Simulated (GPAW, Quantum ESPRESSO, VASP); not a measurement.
# One structure in several programs: AlN (F-43m, 2 atoms in the cell)

Self-consistent single point.

```yaml
crystal:
  lattice:
    - [0.00000, 2.19000, 2.19000]
    - [2.19000, 0.00000, 2.19000]
    - [2.19000, 2.19000, 0.00000]
  atoms:
    - { symbol: Al, position: [0.00000, 0.00000, 0.00000] }
    - { symbol: N, position: [0.25000, 0.25000, 0.25000] }
```

All programs got the same cell, k-point mesh and kind of occupations (in Quantum ESPRESSO's words: occupations = smearing; smearing = fd; degauss = 0.000734986 Ry; K_POINTS = automatic 10 10 10 0 0 0); potentials, basis and cutoffs are each program's usual ones.

| code | model | gap on the mesh (eV) | cutoff |
|---|---|---|---|
| Quantum ESPRESSO | PBE, PseudoDojo standard norm-conserving (PBE) pseudopotentials | 3.320 | 85 Ry |
| GPAW | PBE, GPAW PAW datasets PBE (gpaw-data 1.0.1) | 3.304 | 950 eV |
| VASP | PBE, VASP's PBE PAW potentials (set 64) | 3.313 | 400 eV |

Gaps are read on the mesh.

The spread over the programs that give each value: gap on the mesh within 0.016 eV.

The starting cell has typed, rounded lattice constants, without a prior relaxation at this level.

Why do the programs differ, and what cannot be compared?

Differences of this kind can come from the potentials, where these differ, and from what each basis and cutoff leave unconverged. The zero of total energies and Fermi levels follows the potentials and each program's conventions, so they are not compared here. 

Left out of this page: Ansatz, ABINIT, CP2K, Elk, FLEUR and SIESTA (not drawn, or without a comparable value).
